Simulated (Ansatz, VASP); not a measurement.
**BiAs: VASP beside Ansatz**

One calculation is typed for both programs; each brings its own data sets and cutoff. How far apart do they land? The cell is generated by rule, not measured, and may not be a known phase. The cell is taken from a series of VASP runs on this material, whose earlier steps may have relaxed, scaled or displaced it; both programs get it as it stands.

Calculated with Ansatz 0.2.0; plane waves, with VASP 6.6.1 beside it; band structure at PBEsol, spin-orbit coupling.

The structure was built from a prototype and need not be the compound's stable phase.

## 1. The starting structure

It takes space group Pm-3m (No. 221, cubic). Conventional cell: a = 3.698 Å, b = 3.698 Å, c = 3.698 Å, α = 90.00°, β = 90.00°, γ = 90.00°. Nearest to As lie 8 Bi at 3.20 Å. Nearest to Bi lie 8 As at 3.20 Å. Farther neighbours are not listed.

## 2. VASP: band structure, PBEsol, spin-orbit coupling

A single point gives forces, pressure and levels at one fixed geometry, so differences don't come from the geometry; what else differs is listed under the comparison.

Lines of VASP's logs that name or quote its potential files are left out, and so is its time.

The input, INCAR:

```
SYSTEM = BiAs
PREC = Accurate
ENCUT = 400
EDIFF = 1E-06
NELM = 100
ISMEAR = 0
SIGMA = 0.02
LREAL = .FALSE.
ALGO = Normal
GGA = PS
LNONCOLLINEAR = .TRUE.
MAGMOM = 0 0 0 0 0 0
NBANDS = 32
GGA_COMPAT = .FALSE.
LASPH = .TRUE.
LSORBIT = .TRUE.
LORBIT = 11
LWAVE = .FALSE.
LCHARG = .FALSE.
KPAR = 4
ISIF = 2
```

The input, POSCAR:

```
BiAs
1.0
    3.6979300000      0.0000000000      0.0000000000
    0.0000000000      3.6979300000      0.0000000000
    0.0000000000      0.0000000000      3.6979300000
As Bi
1 1
Direct
    0.0000000000      0.0000000000      0.0000000000
    0.5000000000      0.5000000000      0.5000000000
```

The input, KPOINTS:

```
Automatic mesh
0
Gamma
8 8 8
0 0 0
```

The input, KPOINTS_OPT:

```
Line mode
16
Line-mode
Reciprocal
  0.00000000   0.00000000   0.00000000 GAMMA
  0.00000000   0.50000000   0.00000000 X

  0.00000000   0.50000000   0.00000000 X
  0.50000000   0.50000000   0.00000000 M

  0.50000000   0.50000000   0.00000000 M
  0.00000000   0.00000000   0.00000000 GAMMA

  0.00000000   0.00000000   0.00000000 GAMMA
  0.50000000   0.50000000   0.50000000 R

  0.50000000   0.50000000   0.50000000 R
  0.00000000   0.50000000   0.00000000 X

  0.50000000   0.50000000   0.00000000 M
  0.50000000   0.50000000   0.50000000 R
```

PAW data sets: As and Bi_d (PBE family, release 64).

On the command line:

```sh
$ mpirun -np 4 vasp_ncl
```

Numbers of over 12 decimals in the logs are rounded to 6 here.

The program printed:

```text
[banner, memory and clock lines left out]
running    4 mpi-ranks, on    1 nodes
 distrk:  each k-point on    1 cores,    4 groups
 distr:  one band on    1 cores,    1 groups

 POSCAR found type information on POSCAR AsBi
 POSCAR found :  2 types and       2 ions
|                                                                             |
|               ----> ADVICE to this user running VASP <----                  |
|                                                                             |
|     You enforced a specific xc type in the INCAR file but a different       |
|     [... a line on the potential file left out ...]
|     I HOPE YOU KNOW WHAT YOU ARE DOING!                                     |
|                                                                             |

 LDA part: xc-table for (Slater+PW92), standard interpolation
 POSCAR, INCAR and KPOINTS ok, starting setup
 FFT: planning ... GRIDC
 FFT: planning ... GRID_SOFT
 FFT: planning ... GRID
 WAVECAR not read
 entering main loop
       N       E                     dE             d eps       ncg     rms          rms(c)
DAV:   1     0.174986430994E+03    0.17499E+03   -0.84866E+03  2240   0.116E+03
DAV:   2     0.704541374717E+01   -0.16794E+03   -0.16224E+03  2336   0.351E+02
DAV:   3    -0.920793156962E+01   -0.16253E+02   -0.15935E+02  2712   0.119E+02
DAV:   4    -0.978246476560E+01   -0.57453E+00   -0.57375E+00  2792   0.240E+01
DAV:   5    -0.980574073282E+01   -0.23276E-01   -0.23274E-01  3216   0.454E+00    0.165E+00
DAV:   6    -0.973625885607E+01    0.69482E-01   -0.17342E-01  3048   0.304E+00    0.923E-01
DAV:   7    -0.973574910521E+01    0.50975E-03   -0.27657E-02  2848   0.846E-01    0.447E-01
DAV:   8    -0.973489395625E+01    0.85515E-03   -0.26499E-03  2832   0.480E-01    0.241E-01
DAV:   9    -0.973474040375E+01    0.15355E-03   -0.43954E-04  2712   0.144E-01    0.451E-02
DAV:  10    -0.973472808676E+01    0.12317E-04   -0.24699E-04  2984   0.100E-01    0.247E-02
DAV:  11    -0.973472879457E+01   -0.70781E-06   -0.98506E-05  2776   0.884E-02    0.131E-02
DAV:  12    -0.973472453373E+01    0.42608E-05   -0.16393E-05  2784   0.352E-02    0.146E-03
DAV:  13    -0.973472469869E+01   -0.16496E-06   -0.24097E-06  2392   0.798E-03
   1 F= -.97347247E+01 E0= -.97342895E+01  d E =-.870311E-03  mag=     0.0000    -0.0000    -0.0000
 Start KPOINTS_OPT (optional k-point list driver)
k-point batch [1-35\96]
       N       E                     dE             ncg
DAV:   1     0.167801380404E+04   -0.10878E+05     2240
DAV:   2    -0.435592352432E+04   -0.60339E+04     2304
DAV:   3    -0.498003712954E+04   -0.62411E+03     2704
DAV:   4    -0.500333959673E+04   -0.23302E+02     2784
DAV:   5    -0.500418850547E+04   -0.84891E+00     3176
DAV:   6    -0.500420737465E+04   -0.18869E-01     3104
DAV:   7    -0.500420790366E+04   -0.52900E-03     3208
DAV:   8    -0.500420790968E+04   -0.60241E-05     2800
DAV:   9    -0.500420790984E+04   -0.16161E-06     1800
[...]
k-point batch [71-96\96]
       N       E                     dE             ncg
DAV:   1     0.740220304453E+04   -0.14723E+05     1664
DAV:   2     0.304775957949E+04   -0.43544E+04     1720
DAV:   3     0.263290281146E+04   -0.41486E+03     2032
DAV:   4     0.261827598077E+04   -0.14627E+02     2224
DAV:   5     0.261788832996E+04   -0.38765E+00     2304
DAV:   6     0.261787819475E+04   -0.10135E-01     2448
DAV:   7     0.261787806584E+04   -0.12892E-03     2288
DAV:   8     0.261787806248E+04   -0.33617E-05     1952
DAV:   9     0.261787806232E+04   -0.15563E-06     1320
```

OUTCAR, selected parts (step 2):

```text
ion  position               nearest neighbor table
   1  0.000  0.000  0.000-   2 3.20   2 3.20   2 3.20   2 3.20   2 3.20   2 3.20   2 3.20   2 3.20

  LATTYP: Found a simple cubic cell.
 ALAT       =     3.6979300000

 Subroutine GETGRP returns: Found 48 space group operations
 (whereof 48 operations were pure point group operations)

The static configuration has the point symmetry O_h .

 Found     35 irreducible k-points:

   k-points           NKPTS =     35   k-points in BZ     NKDIM =     35   number of bands    NBANDS=     32

   dimension x,y,z NGX =    24 NGY =   24 NGZ =   24
   dimension x,y,z NGXF=    48 NGYF=   48 NGZF=   48

   ENCUT  =  400.0 eV  29.40 Ry    5.42 a.u.   6.03  6.03  6.03*2*pi/ulx,y,z

   NELECT =      20.0000    total number of electrons

 k-points in reciprocal lattice and weights: Automatic mesh
   0.00000000  0.00000000  0.00000000       0.002
   0.12500000  0.00000000  0.00000000       0.012
   0.25000000  0.00000000  0.00000000       0.012
   0.37500000  0.00000000  0.00000000       0.012
   0.50000000  0.00000000  0.00000000       0.006
   0.12500000  0.12500000  0.00000000       0.023
   0.25000000  0.12500000  0.00000000       0.047
   0.37500000  0.12500000  0.00000000       0.047
   0.50000000  0.12500000  0.00000000       0.023
[...]
0.50000000  0.50000000  0.37500000       0.012
   0.50000000  0.50000000  0.50000000       0.002

 average (electrostatic) potential at core
       1 -47.6745       2-103.6868

 E-fermi :   6.8302

 k-point     1 :       0.0000    0.0000    0.0000
  band No.  band energies     occupation
    ...
     16       4.3388      1.00000
     17       5.3884      1.00000
     18       5.3884      1.00000
     19       5.3884      1.00000
     20       5.3884      1.00000
     21      10.8493      0.00000
     22      10.8493      0.00000
     23      10.8493      0.00000
     24      10.8493      0.00000
     25      10.9317      0.00000
    ...

 k-point     2 :       0.1250    0.0000    0.0000
  band No.  band energies     occupation
    ...
     16       4.3916      1.00000
     17       5.3320      1.00000
     18       5.3320      1.00000
     19       5.5643      1.00000
     20       5.5643      1.00000
     21      10.3821      0.00000
     22      10.3821      0.00000
     23      10.9860      0.00000
     24      10.9860      0.00000
     25      11.6187      0.00000
    ...

 k-point     3 :       0.2500    0.0000    0.0000
  band No.  band energies     occupation
    ...
     16       4.5827      1.00000
     17       5.6242      1.00000
     18       5.6242      1.00000
     19       6.0751      1.00000
     20       6.0751      1.00000
     21       9.0522      0.00000
     22       9.0522      0.00000
     23      10.6096      0.00000
     24      10.6096      0.00000
     25      11.3874      0.00000
    ...

  Total       -0.9439560     -0.9439560     -0.9439560     -0.0000000      0.0000000     -0.0000000
  in kB      -29.9079236    -29.9079236    -29.9079236     -0.0000000      0.0000000     -0.0000000
  external PRESSURE =     -29.9079236 kB  Pullay stress =       0.0000000 kB

  energy-cutoff  :      400.00
  volume of cell :       50.57
      direct lattice vectors                 reciprocal lattice vectors
     3.697930000  0.000000000  0.000000000     0.270421560  0.000000000  0.000000000
     0.000000000  3.697930000  0.000000000     0.000000000  0.270421560  0.000000000
     0.000000000  0.000000000  3.697930000     0.000000000  0.000000000  0.270421560

 POSITION                                       TOTAL-FORCE (eV/Angst)
 -----------------------------------------------------------------------------------
      0.00000      0.00000      0.00000         0.000000      0.000000      0.000000
      1.84896      1.84896      1.84896         0.000000      0.000000      0.000000
 -----------------------------------------------------------------------------------
    total drift:                                0.000000     -0.000000     -0.000000

  FREE ENERGIE OF THE ION-ELECTRON SYSTEM (eV)
  ---------------------------------------------------
  free  energy   TOTEN  =        -9.7347246987 eV

  energy  without entropy=       -9.7338543873  energy(sigma->0) =       -9.73428954

 Spin-Orbit-Coupling matrix elements
 Ion:    1  E_soc:     -0.0335681
 Ion:    2  E_soc:     -1.5508575

 total charge
# of ion       s       p       d       tot
------------------------------------------
    1        1.319   1.289   0.026   2.633
    2        1.563   1.175   9.941  12.679
--------------------------------------------------
tot          2.881   2.464   9.967  15.312

 magnetization (x)
# of ion       s       p       d       tot
------------------------------------------
    1       -0.000   0.000   0.000  -0.000
    2        0.000   0.000  -0.000  -0.000
--------------------------------------------------
tot         -0.000   0.000  -0.000  -0.000

 magnetization (y)
# of ion       s       p       d       tot
------------------------------------------
    1       -0.000  -0.000  -0.000  -0.000
    2        0.000   0.000   0.000   0.000
--------------------------------------------------
tot          0.000  -0.000  -0.000  -0.000

 magnetization (z)
# of ion       s       p       d       tot
------------------------------------------
    1        0.000   0.000   0.000   0.000
    2       -0.000   0.000   0.000  -0.000
--------------------------------------------------
tot         -0.000   0.000   0.000  -0.000

[... 3 further parts left out ...]
```

The run ends at a pressure of -2.99 GPa.

## 3. Ansatz: band structure, PBEsol, spin-orbit coupling

Ansatz runs on its fully relativistic PAW (standard-fr) files.

The same cell, functional, mesh and smearing now go to Ansatz, which takes its cutoff from its data sets.

The input, input.yaml:

```yaml
crystal:
  lattice:
    - [3.69793, 0.0, 0.0]
    - [0.0, 3.69793, 0.0]
    - [0.0, 0.0, 3.69793]
  atoms:
    - { symbol: As, position: [0.0, 0.0, 0.0] }
    - { symbol: Bi, position: [0.5, 0.5, 0.5] }
hamiltonian:
  xc: pbesol
  pseudopotentials: { kind: paw_fr }
magnetization:
  noncollinear: true
  spin_orbit: true
kpoints:
  mp_grid: { grid: [8, 8, 8] }
  band_path:
    path:
      - [0.0, 0.0, 0.0]
      - [0.0, 0.1, 0.0]
      - [0.0, 0.2, 0.0]
      - [0.0, 0.3, 0.0]
      - [0.0, 0.43333, 0.0]
      - [0.0, 0.5, 0.0]
      - [0.1, 0.5, 0.0]
      - [0.2, 0.5, 0.0]
      - [0.33333, 0.5, 0.0]
      - [0.43333, 0.5, 0.0]
      - [0.5, 0.5, 0.0]
      - [0.36667, 0.36667, 0.0]
      - [0.26667, 0.26667, 0.0]
      - [0.16667, 0.16667, 0.0]
      - [0.06667, 0.06667, 0.0]
      - [0.03333, 0.03333, 0.03333]
      - [0.13333, 0.13333, 0.13333]
      - [0.23333, 0.23333, 0.23333]
      - [0.33333, 0.33333, 0.33333]
      - [0.46667, 0.46667, 0.46667]
      - [0.46667, 0.5, 0.46667]
      - [0.36667, 0.5, 0.36667]
      - [0.23333, 0.5, 0.23333]
      - [0.13333, 0.5, 0.13333]
      - [0.03333, 0.5, 0.03333]
      - [0.5, 0.5, 0.03333]
      - [0.5, 0.5, 0.16667]
      - [0.5, 0.5, 0.26667]
      - [0.5, 0.5, 0.36667]
      - [0.5, 0.5, 0.5]
    npoints: 1
scf:
  occupations: { method: gaussian, width: 0.02 }
  n_extra_bands: 14
output:
  forces: true
  stress: true
  eigenvalues: true
  write_density: true
  write_potential: true
  elf: true
  volumetric_format: npy
```

On the command line:

```sh
$ ansatz run input.yaml --threads 2 --pin off --max-ram 4608MiB --backend cpu --events-out ev --progress --plain --runs-dir out
```

The program printed:

```text
scf.n_extra_bands = 14 over 30 filled bands (N_el = 30.0): the run solves 44 bands
Engine: ansatz 0.2.0, aarch64-unknown-linux-gnu
Pseudopotentials: kind: paw_fr
Pseudopotential: As, paw_fr, valence charge 15, recommended cutoff 420 eV (normal), As.paw.azcp#standard-fr
Pseudopotential: Bi, paw_fr, valence charge 15, recommended cutoff 420 eV (normal), Bi.paw.azcp#standard-fr
Functional definition: PBEsol
  exchange = pbesol_x
  correlation = pbesol_c
non-collinear run that drives no moment, with spin-orbit: no starting moment large enough to seed its density (crystal.atoms[].spin), no starting occupations that ask for one, no magnetisation constraint and no magnetic field, so the semilocal B_xc is pinned to zero
Crystal: 2 atoms, lattice volume = 50.568 Å³
Basis set: ecut = 420 eV, 1021 PW (Γ), exchange–correlation on 50×50×50 points (8 copies of the dense FFT grid, shifted against one another)
Bands: 44, of which v1, the nominal top of the filled ones, is band 30 counted from 1 (29 counted from 0)
Symmetry: 48 space group operations + 48 with time reversal
Magnetic group: BNS 221.93 (UNI 1595), of the structure as read, at distance tolerance 3.7e-5 Å
k-points: 35 of 512
Projection manifold: j_resolved (fully-relativistic pseudo-atomic orbitals)
Non-local potential: As, projectors of the file, l = 0: 2, l = 1: 4, l = 2: 6, l = 3: 2
Non-local potential: Bi, projectors of the file, l = 0: 2, l = 1: 4, l = 2: 4, l = 3: 4
PAW form: soft (Blöchl's): semilocal exchange-correlation on the pseudo side does not see the compensation charge
PAW frozen core: As, regenerated for the run's functional, and the local potential with it (the file was generated under x = pbe(κ = 0.804, μ = 0.219515), c = pbe(β = 0.066725))
PAW frozen core: Bi, regenerated for the run's functional, and the local potential with it (the file was generated under x = pbe(κ = 0.804, μ = 0.219515), c = pbe(β = 0.066725))
PAW one-centre angular grid: As, 590 points (default); XC on 64 Gauss nodes
PAW one-centre angular grid: Bi, 590 points (default); XC on 64 Gauss nodes
Initial density: superposition of atomic densities (chi_scale 0.1, normalization cell, long waves kept (reshape's long-wave potential 0.00 eV rms))
Initial wavefunctions: pseudopotential atomic-orbital guess
Functional: x = pbesol(κ = 0.804, μ = 0.123457), c = pbesol(β = 0.046)
SCF iter   1: F=—  HF=-17095.530949 eV  |F-HF|=—  |Δ(HF+E_count)|=         —  Δρ=1.10e-2  dr2=5.96e-2  dr2_m=0.00e0 (ungated)  ethr=3.10e-3  |M|=0.00e0 ∫|m|=0.00e0 μB  |m|>n=0.0e0 m-floor=0.0e0 τ_xc=0.0e0  β_m=0.30  ⟨swp⟩=8.3  Hψ=3791  notcnv=0  defer=78
preconditioner: auto → Resta (q_TF=auto, 2.501 Å⁻¹)  ε∞=2.9  [insulator: Δε(μ)=0.038 eV  Ē_g=12.102 eV  σ=0.020 eV  W_gap=0.58  n_scr=18 (ndim 8)  ℏωp=16.5 eV  f_vac=0.000  D(μ)=2.36/eV (n_scr^D=18)  ε∞_Penn≈2.9]
spin=Noncollinear: Resta preconditioning applied to the charge; magnetization (m_x, m_y, m_z) channels mix plain (no charge-response kernel on spin).
SCF iter   2: F=—  HF=-17095.522131 eV  |F-HF|=—  |Δ(HF+E_count)|=   8.82e-3  Δρ=8.07e-3  dr2=3.26e-2  dr2_m=0.00e0 (ungated)  ethr=1.99e-4  |M|=0.00e0 ∫|m|=0.00e0 μB  |m|>n=0.0e0 m-floor=0.0e0 τ_xc=0.0e0  β_m=0.65  ⟨swp⟩=2.0  Hψ=1017  notcnv=0  defer=238
SCF iter   3: F=—  HF=-17095.513824 eV  |F-HF|=—  |Δ(HF+E_count)|=   8.31e-3  Δρ=1.07e-3  dr2=6.62e-4  dr2_m=0.00e0 (ungated)  ethr=1.09e-4  |M|=0.00e0 ∫|m|=0.00e0 μB  |m|>n=0.0e0 m-floor=0.0e0 τ_xc=0.0e0  β_m=0.64  ⟨swp⟩=2.3  Hψ=1041  notcnv=0  defer=244
SCF iter   4: F=—  HF=-17095.513613 eV  |F-HF|=—  |Δ(HF+E_count)|=   2.11e-4  Δρ=3.36e-4  dr2=6.54e-5  dr2_m=0.00e0 (ungated)  ethr=2.21e-6  |M|=0.00e0 ∫|m|=0.00e0 μB  |m|>n=0.0e0 m-floor=0.0e0 τ_xc=0.0e0  β_m=0.66  ⟨swp⟩=2.0  Hψ=1055  notcnv=0  defer=244
SCF iter   5: F=—  HF=-17095.513602 eV  |F-HF|=—  |Δ(HF+E_count)|=   1.15e-5  Δρ=1.05e-4  dr2=5.00e-6  dr2_m=0.00e0 (ungated)  ethr=2.18e-7  |M|=0.00e0 ∫|m|=0.00e0 μB  |m|>n=0.0e0 m-floor=0.0e0 τ_xc=0.0e0  β_m=0.69  ⟨swp⟩=2.0  Hψ=1143  notcnv=0  defer=244
SCF iter   6: F=—  HF=-17095.513602 eV  |F-HF|=—  |Δ(HF+E_count)|=   1.49e-7  Δρ=4.64e-5  dr2=8.32e-7  dr2_m=0.00e0 (ungated)  ethr=1.67e-8  |M|=0.00e0 ∫|m|=0.00e0 μB  |m|>n=0.0e0 m-floor=0.0e0 τ_xc=0.0e0  β_m=0.77  ⟨swp⟩=2.2  Hψ=1083  notcnv=0  defer=244
SCF iter   7: F=-17095.513602 eV  HF=-17095.513602 eV  |F-HF|=4.95e-8  |Δ(HF+E_count)|=   1.29e-7  Δρ=9.94e-6  dr2=5.58e-8  dr2_m=0.00e0 (ungated)  ethr=3.33e-10  |M|=0.00e0 ∫|m|=0.00e0 μB  |m|>n=0.0e0 m-floor=0.0e0 τ_xc=0.0e0  ⟨swp⟩=14.0  Hψ=5922  notcnv=0
SCF 1 converged in 7 iterations: F = -17095.513602 eV  dr2 = 5.58e-8
  greatest PAW one-centre occupation: 0.999 electrons in one spin orbital (limit 2), on the As atom at site 0 (counted from 0), in its partial waves of l = 2
NSCF: frozen V_eff on 30 k-points
SCF converged after 7 iterations
Magnetization: |M| = 0.0000 μB,  M = (+0.0000, +0.0000, +0.0000) μB
Absolute magnetization: 0.0000 μB (∫|m|)
  site 0: m = (+0.0000, +0.0000, +0.0000) μB, |m| = 0.0000 μB  (R = 1.32 Å)
  site 1: m = (+0.0000, +0.0000, +0.0000) μB, |m| = 0.0000 μB  (R = 1.32 Å)
Free energy (F): -17095.513602 eV
Harris-Foulkes:  -17095.513602 eV  (|F-HF|=4.95e-8)
Internal energy: -17095.512905 eV  (E = F + TS)
E sigma→0 (E₀):  -17095.513253 eV
Entropy (-TS):   -0.000697 eV (-0.348 meV/atom)
Fermi energy:    11.415556 eV
--- Per-component energies (eV) ---
  E_band       = -294.906539
  E_kinetic    = 405.125397
  E_local      = -2955.367481  (includes V_loc(G=0)·N_el)
  E_nonlocal   = -104.914873
  E_hartree    = 1319.943772
  E_xc         = -229.351229
  E_vxc        = -223.505605  (∫ρ·V_xc dr)
  E_paw        = -12343.526587  (= ΣΔE_a)
  E_vpaw       = -56.136921  (= ΣTr[D̂ρ^β])
  E_aug_tail   = -0.000382  (compensation charges beyond the density's cutoff)
  E_ewald      = -3188.493585
  E_core_change = 1.072064  (= ΣΔE_core)
  E_smearing   = -0.000697  (= −TS)
  E_closure    = -0.000000  (closes the sum)
  Σ components = -17095.513602   (vs F -17095.513602, Δ=0.00e0)
--- Forces (eV/Å), atoms counted from 1 ---
  atom   1  As    -0.00000000    -0.00000000     0.00000000
  atom   2  Bi     0.00000000    -0.00000000     0.00000000
  max |Σ_I F_I| component: 2.24e-28 eV/Å
--- Stress (GPa, compression-positive) ---
       -2.890086       0.000000       0.000000
        0.000000      -2.890086      -0.000000
        0.000000      -0.000000      -2.890086
  P = ⅓ Tr σ = -2.8901 GPa (-28.901 kbar)
--- Band table (eV; the first three rows and the last of 35) ---
  k-point 0: bands = [... 26 lower, 9.9953, 9.9953, 9.9953, 9.9953, 15.3542, 15.3542, 15.4671, 15.4671, ... 10 higher]
  k-point 1: bands = [... 26 lower, 9.9372, 9.9372, 10.1705, 10.1705, 14.8340, 14.8340, 15.6036, 15.6036, ... 10 higher]
  k-point 2: bands = [... 26 lower, 10.2120, 10.2120, 10.6787, 10.6787, 13.5576, 13.5576, 15.1969, 15.1969, ... 10 higher]
  k-point 34: bands = [... 26 lower, 8.8921, 8.8921, 9.0551, 9.0551, 9.0551, 9.0551, 9.6506, 9.6506, ... 10 higher]
```

Wall time 15 s (2 threads of Arm Neoverse V2, shared host); peak memory 0.52 GiB.

In the SCF lines HF is the Harris–Foulkes energy and dr2 the Hartree energy of the density residual, in eV; the loop may stop once dr2 is under the threshold and the program's other checks hold. Hψ counts applications of the Hamiltonian.

## 4. Differences

Known differences besides the potentials themselves: spin-orbit coupling enters by fully relativistic files in Ansatz and inside the spheres in VASP; the data sets hold 30 valence electrons in Ansatz (fully relativistic PAW (standard-fr) files) and 20 in VASP; the cutoff is 420 eV in Ansatz and 400 eV in VASP; Ansatz makes its cores anew for this functional, VASP keeps those of its PBE data sets. Total energies have different zeros and are not compared.

Both answers:

| quantity | Ansatz | VASP | difference |
| --- | --- | --- | --- |
| pressure (GPa) | -2.89 | -2.99 | +0.10 |

Levels from 3 eV below to 2 eV above the Fermi level differ by 39 meV r.m.s. and 115 meV at most; each VASP level is matched to the nearest of Ansatz, which flatters the figure a little. Ansatz's pressure holds a Pulay correction of 0.03 GPa; VASP's holds none.

## 5. Results

* r.m.s. difference of levels near the Fermi level (band structure, PBEsol, spin-orbit coupling): 39 meV

In words: The r.m.s. difference of levels near the Fermi level is 39 meV (band structure, PBEsol, spin-orbit coupling), within the 80 meV picked in this series as the mark of a large difference. 1 further run of this series is not shown here. How closely two codes agree says nothing of how well the functional describes the real material.

[Lines on the potential files, build, host, timing and source positions are cut from VASP's logs without a mark.]

[Logs are printed without paths, hosts, clocks, repeated set-up lines and the standing remarks that a program may print on its own settings, such as how far it seeks lower states.]

[Hosts, paths, dates, database ids (printed as entryN), source tags and the programs' standing remarks are cut or masked in the printed files.]
